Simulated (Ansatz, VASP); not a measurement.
**Si85Ge9 (amorphous Si0.9Ge0.1): VASP beside Ansatz**

One calculation is typed for both programs; each brings its own data sets. How far apart do they land? Of the first pair: The structure shown is the start of the Ansatz relaxation below; VASP solves that cell, so the two are compared at the walk's first step.

Main program and level: Ansatz 0.2.0; plane waves, with VASP 6.6.1 beside it; PBE.

### 1. The starting structure

The cell holds 94 atoms: 85 Si and 9 Ge. Its edges and angles: a = 12.297 Å, b = 12.451 Å, c = 12.460 Å, α = 89.1°, β = 91.8°, γ = 85.8°. As first built, before any earlier steps moved the atoms or strained the cell (in the runner's words): 94 atoms (85 Si, 9 Ge) placed at random at 2.65 g/cm^3, melted at 3500 K for 10 ps at fixed volume with the Tersoff potential (Tersoff, Phys. Rev. B 39, 5566 (1989)). Quenched from 3500 K to 700 K at 3 K/ps and fixed volume, held 5 ps.

### 2. Ansatz: relaxation, PBE

Ansatz runs on its default PAW (the set named soft_2) files.

The two programs are compared at the cell with which this relaxation starts, whose forces are those of its first step.

Contents of input.yaml:

```yaml
crystal:
  lattice:
    - [12.28695, 0.45311, -0.19297]
    - [0.44858, 12.44257, 0.09636]
    - [-0.19104, 0.09636, 12.45775]
  atoms:
    - { symbol: Si, position: [0.89589, 0.73591, 0.2769] }
    - { symbol: Si, position: [0.56385, 0.42348, 0.17662] }
    - { symbol: Si, position: [0.91052, 0.21889, 0.33645] }
    - { symbol: Si, position: [0.23249, 0.25253, 0.47354] }
    - { symbol: Si, position: [0.14984, 0.75783, 0.89341] }
    - { symbol: Si, position: [0.91396, 0.59233, 0.40801] }
    - { symbol: Si, position: [0.34728, 0.23522, 0.32802] }
    - { symbol: Si, position: [0.6294, 0.21451, 0.42663] }
    - { symbol: Si, position: [0.31605, 0.04485, 0.34242] }
    - { symbol: Si, position: [0.71434, 0.71557, 0.21823] }
    - { symbol: Si, position: [0.92646, 0.90045, 0.74224] }
    - { symbol: Si, position: [0.10489, 0.50989, 0.00559] }
    - { symbol: Si, position: [0.39689, 0.1223, 0.88923] }
    - { symbol: Si, position: [0.22358, 0.76774, 0.06898] }
    - { symbol: Si, position: [0.65685, 0.9851, 0.01834] }
    - { symbol: Si, position: [0.80724, 0.77501, 0.66967] }
    - { symbol: Si, position: [0.92549, 0.92336, 0.32525] }
    - { symbol: Si, position: [0.40126, 0.94636, 0.20657] }
    - { symbol: Si, position: [0.18338, 0.01484, 0.68592] }
    - { symbol: Si, position: [0.0923, 0.75671, 0.54153] }
    - { symbol: Si, position: [0.59539, 0.93461, 0.43241] }
    - { symbol: Si, position: [0.1243, 0.58015, 0.82984] }
    - { symbol: Si, position: [0.60325, 0.75847, 0.3618] }
    - { symbol: Si, position: [0.94142, 0.66239, 0.57937] }
    - { symbol: Si, position: [0.08628, 0.09366, 0.84205] }
    - { symbol: Si, position: [0.93335, 0.17185, 0.56147] }
    - { symbol: Si, position: [0.09742, 0.04478, 0.15012] }
    - { symbol: Si, position: [0.72844, 0.36273, 0.66804] }
    - { symbol: Si, position: [0.61868, 0.61115, 0.48886] }
    - { symbol: Si, position: [0.82346, 0.47879, 0.78424] }
[... 58 atom lines left out ...]
    - { symbol: Ge, position: [0.25831, 0.71562, 0.64378] }
    - { symbol: Ge, position: [0.74682, 0.24246, 0.96243] }
    - { symbol: Ge, position: [0.7215, 0.93696, 0.58225] }
    - { symbol: Ge, position: [0.05006, 0.33142, 0.96572] }
    - { symbol: Ge, position: [0.03942, 0.34983, 0.63922] }
    - { symbol: Ge, position: [0.06078, 0.46283, 0.36788] }
kpoints:
  mp_grid: { grid: [1, 1, 1] }
hamiltonian:
  xc: pbe
scf:
  occupations: { method: fermi_dirac, width: 0.025 }
output:
  forces: true
  eigenvalues: true
  stress: true
relax:
  f_tol: 0.05
  max_steps: 70
```

On the command line:

```
$ ansatz run input.yaml --threads 4 --pin off --max-ram 12288MiB --backend cpu --events-out ev --progress --plain --runs-dir out
```

Numbers of over 12 decimals in the logs are rounded to 6 here.

What it wrote:

```text
Warning: output.stress: scf.convergence.dr2_threshold = 1e-7 eV (the SCF's general default) is looser than the 9.4e-9 eV advised for a printed stress (1e-10 eV for each atom of the cell: 94). What an SCF threshold leaves in a stress goes as its square root, and in the free energy as the threshold itself, and one threshold admits the most on a small cell: [figures from the program's tests cut] Every solve of this run  [...]
Engine: ansatz 0.2.0, x86_64-unknown-linux-gnu
Pseudopotentials: kind: paw
Pseudopotential: Si, paw, valence charge 4, recommended cutoff 420 eV (normal), Si.paw.azcp
Pseudopotential: Ge, paw, valence charge 14, recommended cutoff 420 eV (normal), Ge.paw.azcp
Functional definition: PBE
  parameter kappa = 0.804
  parameter beta = 0.066725
  exchange = pbe_x(kappa = kappa, mu = beta*pi^2/3)
  correlation = pbe_c(beta = beta)
Crystal: 94 atoms, lattice volume = 1901.435 Å³
Basis set: ecut = 420 eV, 37175 PW (Γ), exchange–correlation on 180×180×180 points (8 copies of the dense FFT grid, shifted against one another)
Bands: 327, of which v1, the nominal top of the filled ones, is band 233 counted from 1 (232 counted from 0)
Symmetry: 1 space group operations
Space group: P1 (ITA 1), of the structure as read, at distance tolerance 1.2e-4 Å
k-points: 1
Non-local potential: Si, projectors of the file, l = 0: 2, l = 1: 2, l = 2: 2
Non-local potential: Ge, projectors of the file, l = 0: 2, l = 1: 2, l = 2: 3, l = 3: 1
PAW form: soft (Blöchl's): semilocal exchange-correlation on the pseudo side does not see the compensation charge
PAW one-centre angular grid: Si, 110 points (default); XC on 64 Gauss nodes
PAW one-centre angular grid: Ge, 590 points (default); XC on 64 Gauss nodes
Initial density: superposition of atomic densities (neutral atoms: chi_scale 0, normalization atom), corrected by the library's trained network
Initial wavefunctions: pseudopotential atomic-orbital guess
Functional: x = pbe(κ = 0.804, μ = 0.219515), c = pbe(β = 0.066725)
SCF iter   1: F=—  HF=-92679.351374 eV  |F-HF|=—  |Δ(HF+E_count)|=         —  Δρ=3.30e-3  dr2=5.59e-1  ethr=1.77e-3  ⟨swp⟩=6.0  Hψ=1434  notcnv=0  defer=38
preconditioner: auto → Resta (q_TF=auto, 2.158 Å⁻¹)  ε∞=5.6  [insulator: Δε(μ)=0.177 eV  Ē_g=7.674 eV  σ=0.025 eV  W_gap=0.94  n_scr=322 (ndim 8)  ℏωp=16.5 eV  f_vac=0.002  D(μ)=4.50/eV (n_scr^D=6)  ε∞_Penn≈5.6]
SCF iter   2: F=—  HF=-92679.278972 eV  |F-HF|=—  |Δ(HF+E_count)|=   7.24e-2  Δρ=1.78e-3  dr2=1.15e-1  ethr=1.20e-4  ⟨swp⟩=2.0  Hψ=379  notcnv=0  defer=74
SCF iter   3: F=—  HF=-92679.266076 eV  |F-HF|=—  |Δ(HF+E_count)|=   1.29e-2  Δρ=3.97e-4  dr2=3.70e-3  ethr=2.47e-5  ⟨swp⟩=2.0  Hψ=372  notcnv=0  defer=84
SCF iter   4: F=—  HF=-92679.267931 eV  |F-HF|=—  |Δ(HF+E_count)|=   1.85e-3  Δρ=1.91e-4  dr2=8.17e-4  ethr=7.95e-7  ⟨swp⟩=2.0  Hψ=476  notcnv=0  defer=84
SCF iter   5: F=—  HF=-92679.267832 eV  |F-HF|=—  |Δ(HF+E_count)|=   9.88e-5  Δρ=7.01e-5  dr2=1.73e-4  ethr=1.75e-7  ⟨swp⟩=2.0  Hψ=476  notcnv=0  defer=84
SCF iter   6: F=—  HF=-92679.268019 eV  |F-HF|=—  |Δ(HF+E_count)|=   1.87e-4  Δρ=2.11e-5  dr2=2.46e-5  ethr=3.72e-8  ⟨swp⟩=2.0  Hψ=456  notcnv=0  defer=84
SCF iter   7: F=-92679.268048 eV  HF=-92679.268047 eV  |F-HF|=2.61e-7  |Δ(HF+E_count)|=   2.84e-5  Δρ=8.25e-6  dr2=4.78e-6  ethr=5.28e-9  ⟨swp⟩=12.0  Hψ=1883  notcnv=0
SCF 1 converged in 7 iterations: F = -92679.268048 eV  dr2 = 4.78e-6
  greatest PAW one-centre occupation: 0.998 electrons in one spin orbital (limit 2), on the Ge atom at site 85 (counted from 0), in its partial waves of l = 2
relax step   1: F+E_penalty+E_count = -92679.26804765 eV  Δ(F+E_penalty+E_count) = +0.000e0 eV  max|allowed force component| = 1.179e-1 eV/Å  Δτ_max = 0.0000 Å  (7 SCF iters, dr2 threshold 6.25e-5 eV, accepted)
Initial density: handed on by an earlier stage of this run
Initial wavefunctions: those handed on with the density
iter 1 solved again at ethr=1.60e-6 eV; its pass at ethr=3.10e-3 eV (dr2=7.47e-3 eV) is discarded
SCF iter   1: F=—  HF=-92679.291691 eV  |F-HF|=—  |Δ(HF+E_count)|=         —  Δρ=5.96e-4  dr2=8.34e-3  ethr=1.60e-6  ⟨swp⟩=3.0  Hψ=912  notcnv=0  defer=84
[...]
--- Relaxed structure (2 steps of the walk, 2 accepted, 0 SCFs on fresh bases) ---
  F+E_penalty+E_count = -92679.29155690 eV   max|allowed force component| = 4.509e-2 eV/Å
  atoms:
    - { symbol: Si, position: [0.896468, 0.736177, 0.276630] }
    - { symbol: Si, position: [0.563921, 0.423162, 0.176886] }
    - { symbol: Si, position: [0.910143, 0.219077, 0.336542] }
    - { symbol: Si, position: [0.232481, 0.252791, 0.473627] }
    - { symbol: Si, position: [0.150340, 0.757650, 0.893189] }
    - { symbol: Si, position: [0.914200, 0.592719, 0.407745] }
    - { symbol: Si, position: [0.347406, 0.234862, 0.328034] }
    - { symbol: Si, position: [0.629743, 0.214409, 0.426605] }
    - { symbol: Si, position: [0.316415, 0.044485, 0.342521] }
    - { symbol: Si, position: [0.714248, 0.715733, 0.218007] }
    - { symbol: Si, position: [0.925965, 0.900206, 0.741922] }
    - { symbol: Si, position: [0.104753, 0.509960, 0.00516723] }
    - { symbol: Si, position: [0.396891, 0.122312, 0.889028] }
    - { symbol: Si, position: [0.223059, 0.767649, 0.069108] }
    - { symbol: Si, position: [0.657045, 0.985005, 0.018038] }
    - { symbol: Si, position: [0.806036, 0.774812, 0.669503] }
    - { symbol: Si, position: [0.925481, 0.923520, 0.324774] }
    - { symbol: Si, position: [0.401641, 0.945710, 0.206761] }
    - { symbol: Si, position: [0.183846, 0.014829, 0.685832] }
    - { symbol: Si, position: [0.092171, 0.756688, 0.541377] }
    - { symbol: Si, position: [0.595241, 0.934859, 0.432246] }
    - { symbol: Si, position: [0.124561, 0.580206, 0.829741] }
    - { symbol: Si, position: [0.604310, 0.758478, 0.362669] }
    - { symbol: Si, position: [0.940818, 0.662264, 0.579260] }
[...]
- { symbol: Si, position: [0.979428, 0.849647, 0.916291] }
    - { symbol: Si, position: [0.205133, 0.535319, 0.269871] }
    - { symbol: Si, position: [0.501928, 0.459648, 0.905463] }
    - { symbol: Si, position: [0.851900, 0.727890, 0.969021] }
    - { symbol: Si, position: [0.648709, 0.066878, 0.310624] }
    - { symbol: Si, position: [0.759565, 0.494380, 0.412675] }
    - { symbol: Si, position: [0.251311, 0.526612, 0.698717] }
    - { symbol: Si, position: [0.887812, 0.992066, 0.496588] }
    - { symbol: Ge, position: [0.476680, 0.852564, 0.793129] }
    - { symbol: Ge, position: [0.408216, 0.972807, 0.505338] }
    - { symbol: Ge, position: [0.436569, 0.200257, 0.058257] }
    - { symbol: Ge, position: [0.258663, 0.715357, 0.643840] }
    - { symbol: Ge, position: [0.746825, 0.242219, 0.962192] }
    - { symbol: Ge, position: [0.721229, 0.937059, 0.582279] }
    - { symbol: Ge, position: [0.049893, 0.331465, 0.965566] }
    - { symbol: Ge, position: [0.038177, 0.349660, 0.639015] }
    - { symbol: Ge, position: [0.060662, 0.462288, 0.367758] }
```

The column dr2 measures how far the density is from self-consistency, as an energy; F and HF (Harris–Foulkes) agree once it is small.

### 3. VASP: single point, PBE, start cell, pair 1

The same cell, functional, mesh and smearing now go to VASP, with its own data sets.

Lines of VASP's logs that name or quote its potential files are left out, and so is its time.

Contents of INCAR:

```
SYSTEM = Si85Ge9
PREC = Accurate
ENCUT = 410
EDIFF = 1E-06
NELM = 120
ISMEAR = -1
SIGMA = 0.025
LREAL = Auto
ALGO = Normal
GGA = PE
NBANDS = 304
LORBIT = 11
LWAVE = .FALSE.
LCHARG = .FALSE.
ISIF = 2
LASPH = .TRUE.
GGA_COMPAT = .FALSE.
EFERMI = MIDGAP
NCORE = 2
```

Contents of POSCAR:

```
Si85Ge9
1.0
   12.2869500000      0.4531100000     -0.1929700000
    0.4485800000     12.4425700000      0.0963600000
   -0.1910400000      0.0963600000     12.4577500000
Si Ge
85 9
Direct
    0.8958924614      0.7359074491      0.2769013928
    0.5638483453      0.4234812812      0.1766209114
    0.9105178385      0.2188868485      0.3364500564
    0.2324893333      0.2525303492      0.4735389330
    0.1498362955      0.7578272496      0.8934109029
    0.9139567228      0.5923262800      0.4080102481
    0.3472830560      0.2352194836      0.3280166532
    0.6293976382      0.2145138266      0.4266327635
    0.3160506619      0.0448459455      0.3424187306
    0.7143434409      0.7155671932      0.2182332122
    0.9264605171      0.9004481750      0.7422377155
    0.1048869881      0.5098895365      0.0055874525
    0.3968941786      0.1222960435      0.8892299350
    0.2235775331      0.7677391124      0.0689823135
    0.6568518362      0.9851025138      0.0183362341
    0.8072369795      0.7750089704      0.6696709001
    0.9254887529      0.9233631352      0.3252526574
    0.4012586146      0.9463623913      0.2065733696
    0.1833801758      0.0148372136      0.6859229924
    0.0923020349      0.7567082049      0.5415339946
    0.5953926531      0.9346103559      0.4324082492
    0.1243018961      0.5801465326      0.8298435606
    0.6032485322      0.7584686235      0.3618007130
    0.9414174223      0.6623877807      0.5793692788
    0.0862826902      0.0936594846      0.8420481181
    0.9333458261      0.1718526366      0.5614696092
    0.0974197349      0.0447811325      0.1501221309
    0.7284403869      0.3627276147      0.6680431626
    0.6186761208      0.6111490724      0.4888599953
    0.8234626500      0.4787926821      0.7842401015
[... 58 atom lines left out ...]
    0.2583128143      0.7156175079      0.6437831648
    0.7468166543      0.2424635637      0.9624329771
    0.7214998295      0.9369588008      0.5822514075
    0.0500630051      0.3314234092      0.9657221166
    0.0394231833      0.3498266088      0.6392164074
    0.0607768766      0.4628314476      0.3678778010
```

Contents of KPOINTS:

```
Automatic mesh
0
Gamma
1 1 1
0 0 0
```

PAW data sets: Si and Ge_d (PBE family, release 64).

On the command line:

```
$ mpirun -np 8 vasp_gam
```

What it wrote:

```text
[banner, memory and clock lines left out]
running    8 mpi-ranks, on    1 nodes
[...]
LDA part: xc-table for (Slater+PW92), standard interpolation
 POSCAR, INCAR and KPOINTS ok, starting setup
[...]
entering main loop
       N       E                     dE             d eps       ncg     rms          rms(c)
DAV:   1     0.580155429567E+04    0.58016E+04   -0.14312E+05   680   0.183E+03
DAV:   2     0.760700846893E+03   -0.50409E+04   -0.47922E+04   624   0.491E+02
DAV:   3    -0.354000668775E+03   -0.11147E+04   -0.10232E+04   736   0.177E+02
DAV:   4    -0.484415445040E+03   -0.13041E+03   -0.12536E+03   768   0.643E+01
[...]
DAV:  16    -0.482327240315E+03   -0.40503E-05   -0.51621E-06   664   0.402E-03    0.306E-03
DAV:  17    -0.482327241727E+03   -0.14120E-05   -0.75101E-07   432   0.186E-03    0.155E-03
DAV:  18    -0.482327242117E+03   -0.39055E-06   -0.42619E-07   400   0.126E-03
   1 F= -.48232724E+03 E0= -.48231607E+03  d E =-.223395E-01
```

From OUTCAR (step 3):

```text
  FREE ENERGIE OF THE ION-ELECTRON SYSTEM (eV)
  ---------------------------------------------------
  free  energy   TOTEN  =      -482.3272421173 eV

  energy  without entropy=     -482.3049026192  energy(sigma->0) =     -482.31607237
```

The run ends at a pressure of 0.72 GPa, with forces up to 0.15 eV/Å.

### 4. Differences

Known differences besides the potentials themselves: the cutoff is 420 eV in Ansatz and 410 eV in VASP (PREC = Accurate, projectors in real space). Total energies have different zeros and are not compared.

Forces on 10 of the 94 atoms, those with the largest forces and the largest differences (eV/Å; atoms numbered as in POSCAR):

```csv
atom,"Ansatz x, y, z","VASP x, y, z"
Si3,"-0.074, -0.005, -0.008","-0.068, -0.004, -0.012"
Si10,"-0.083, -0.041, -0.087","-0.084, -0.040, -0.087"
Si19,"0.057, 0.029, 0.003","0.051, 0.021, 0.004"
Si23,"0.086, 0.009, 0.116","0.084, 0.010, 0.112"
Si30,"-0.106, -0.044, 0.057","-0.106, -0.043, 0.058"
Si31,"0.083, 0.094, -0.054","0.083, 0.095, -0.053"
Si44,"-0.109, 0.085, -0.009","-0.108, 0.082, -0.009"
Si56,"-0.046, -0.084, 0.080","-0.046, -0.084, 0.083"
Si70,"-0.118, -0.077, -0.051","-0.115, -0.073, -0.049"
Ge89,"-0.008, -0.080, 0.092","-0.005, -0.081, 0.084"
```

The forces differ by 2.4 meV/Å r.m.s., which is 4.7 % of the r.m.s. force of 0.051 eV/Å (both taken over all components).

### 5. VASP: single point, PBE, pair 2

With cell and atoms fixed, the geometry can't cause a difference; cores, projectors, grids and the points listed under the comparison can. The cell compared in this pair holds 1907.64 Å³, against 1901.43 Å³ for the pair before.

INCAR, as its differences from that of step 3:

```diff
@@ -17,3 +17,2 @@
 GGA_COMPAT = .FALSE.
-EFERMI = MIDGAP
 NCORE = 2
```

Contents of POSCAR:

```
Si85Ge9
1.0
   12.4022000000      0.0000000000      0.0000000000
    0.0000000000     12.4022000000      0.0000000000
    0.0000000000      0.0000000000     12.4022000000
Si Ge
85 9
Direct
    0.8993400000      0.7479400000      0.2945600000
    0.5665200000      0.4113100000      0.1776700000
    0.9054800000      0.2254200000      0.3432100000
    0.2296000000      0.2262000000      0.4869900000
    0.1445700000      0.7367500000      0.8890100000
    0.9008700000      0.5958300000      0.4218800000
    0.3363600000      0.2343400000      0.3282700000
    0.6164000000      0.2332500000      0.4258300000
    0.3270900000      0.0477800000      0.3551600000
    0.7325000000      0.7320100000      0.2125200000
    0.9412900000      0.9041300000      0.7092300000
    0.1364200000      0.5099100000      0.9990200000
    0.3923600000      0.1152200000      0.8786400000
    0.2124900000      0.7466600000      0.0720700000
    0.6450500000      0.9915200000      0.0243300000
    0.7952700000      0.7718700000      0.6863400000
    0.9408600000      0.9493100000      0.2974900000
    0.3733800000      0.9486300000      0.1966700000
    0.1941900000      0.9977700000      0.6867600000
    0.0979000000      0.7420800000      0.5341900000
    0.6079300000      0.9372300000      0.4337900000
    0.1267400000      0.5584800000      0.8124400000
    0.5956400000      0.7828000000      0.3417700000
    0.9323200000      0.6762800000      0.6018100000
    0.0847800000      0.0909200000      0.8242000000
    0.9368200000      0.2354800000      0.5816200000
    0.0744900000      0.0279100000      0.1566300000
    0.7328400000      0.3513000000      0.6673800000
    0.6160700000      0.6253900000      0.4799800000
    0.8155000000      0.4686800000      0.7890000000
[... 58 atom lines left out ...]
    0.2636000000      0.7134900000      0.6464800000
    0.7399200000      0.2353300000      0.9583400000
    0.7386200000      0.9579900000      0.5816300000
    0.0502500000      0.3344400000      0.9622800000
    0.0582400000      0.3631800000      0.6497400000
    0.0483000000      0.4838900000      0.3805500000
```

KPOINTS is that of step 3.

On the command line:

```
$ mpirun -np 8 vasp_gam
```

What it wrote:

```text
[... set-up lines as in an earlier step ...]
 entering main loop
       N       E                     dE             d eps       ncg     rms          rms(c)
DAV:   1     0.581612759852E+04    0.58161E+04   -0.14462E+05   688   0.183E+03
DAV:   2     0.821294925644E+03   -0.49948E+04   -0.47600E+04   608   0.491E+02
DAV:   3    -0.332613157352E+03   -0.11539E+04   -0.10550E+04   736   0.179E+02
DAV:   4    -0.473617135043E+03   -0.14100E+03   -0.13433E+03   768   0.665E+01
[...]
DAV:  17    -0.472931288519E+03   -0.33308E-05   -0.56046E-06   624   0.378E-03    0.252E-03
DAV:  18    -0.472931289552E+03   -0.10339E-05   -0.61432E-07   472   0.146E-03    0.128E-03
DAV:  19    -0.472931289889E+03   -0.33672E-06   -0.37888E-07   408   0.108E-03
   1 F= -.47293129E+03 E0= -.47288254E+03  d E =-.974939E-01
```

From OUTCAR (step 5):

```text
  FREE ENERGIE OF THE ION-ELECTRON SYSTEM (eV)
  ---------------------------------------------------
  free  energy   TOTEN  =      -472.9312898891 eV

  energy  without entropy=     -472.8337959970  energy(sigma->0) =     -472.88254294
```

The run ends at a pressure of 0.49 GPa, with forces up to 2.3 eV/Å.

(Continued in part 2 of 2.)

[Lines on the potential files, build, host, timing and source positions are cut from VASP's logs without a mark.]

[Logs are printed without paths, hosts, clocks, repeated set-up lines and the standing remarks that a program may print on its own settings, such as how far it seeks lower states.]

[Hosts, paths, dates, database ids (printed as entryN), source tags and the programs' standing remarks are cut or masked in the printed files.]
